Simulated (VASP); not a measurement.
Input of a VASP 6.6.1 run:

Contents of POSCAR:

```
CaSi2Sb2
1.0
    4.9973900000      0.0000000000      0.0000000000
   -2.4987000000      4.3278700000      0.0000000000
    0.0000000000      0.0000000000      5.8616900000
Ca Si Sb
1 2 2
Direct
    0.0000000000      0.0000000000      0.0000000000
    0.3333300000      0.6666700000      0.2564800000
    0.6666700000      0.3333300000      0.7435200000
    0.3333300000      0.6666700000      0.7224000000
    0.6666700000      0.3333300000      0.2776000000
```

File INCAR.step1:

```
SYSTEM = CaSi2Sb2
  ALGO = Fast
  EDIFF = 1E-7
  ENCUT = 520
  GGA = 91
  ISIF = 2
  ISMEAR = -1
  LASPH = .True.
  LCHARG = .True.
  LREAL = .False.
  LWAVE = .False.
  NBANDS = 22
  NELM = 100
  PREC = Accurate
  SIGMA = 0.05
```

File KPOINTS.step1:

```
k-points
0
Gamma
  5 5 4
  0 0 0
```

Contents of INCAR.step2:

```
SYSTEM = CaSi2Sb2
  ALGO = Fast
  EDIFF = 1E-7
  ENCUT = 520
  GGA = 91
  ICHARG = 11
  ISIF = 2
  ISMEAR = 0
  LASPH = .True.
  LCHARG = .False.
  LREAL = .False.
  LWAVE = .False.
  NBANDS = 22
  NELM = 100
  PREC = Accurate
  SIGMA = 0.05
```

The input KPOINTS.step2:

```
path GMKGALHA,LM,KH
20
line-mode
reciprocal
 0.0000000000  0.0000000000  0.0000000000  G
 0.5000000000  0.0000000000  0.0000000000  M

 0.5000000000  0.0000000000  0.0000000000  M
 0.3333333333  0.3333333333  0.0000000000  K

 0.3333333333  0.3333333333  0.0000000000  K
 0.0000000000  0.0000000000  0.0000000000  G

 0.0000000000  0.0000000000  0.0000000000  G
 0.0000000000  0.0000000000  0.5000000000  A

 0.0000000000  0.0000000000  0.5000000000  A
 0.5000000000  0.0000000000  0.5000000000  L

 0.5000000000  0.0000000000  0.5000000000  L
 0.3333333333  0.3333333333  0.5000000000  H

 0.3333333333  0.3333333333  0.5000000000  H
 0.0000000000  0.0000000000  0.5000000000  A

 0.5000000000  0.0000000000  0.5000000000  L
 0.5000000000  0.0000000000  0.0000000000  M

 0.3333333333  0.3333333333  0.0000000000  K
 0.3333333333  0.3333333333  0.5000000000  H
```

Potentials or basis: VASP PAW PBE potentials, release 64 (Ca_sv, Si, Sb).

Run with:

```sh
$ cat potpaw_PBE.64/Ca_sv/POTCAR potpaw_PBE.64/Si/POTCAR potpaw_PBE.64/Sb/POTCAR > POTCAR
$ cp INCAR.step1 INCAR
$ cp KPOINTS.step1 KPOINTS
$ mpirun -np 1 vasp_std > vasp.out
$ cp INCAR.step2 INCAR
$ cp KPOINTS.step2 KPOINTS
$ mpirun -np 1 vasp_std > vasp.out
```

(1) Predict the band gap along the path.

Results:

(1) none (metal or under the smearing width).

Caveat: spin-orbit coupling is left out, which moves the levels of the heavy elements.
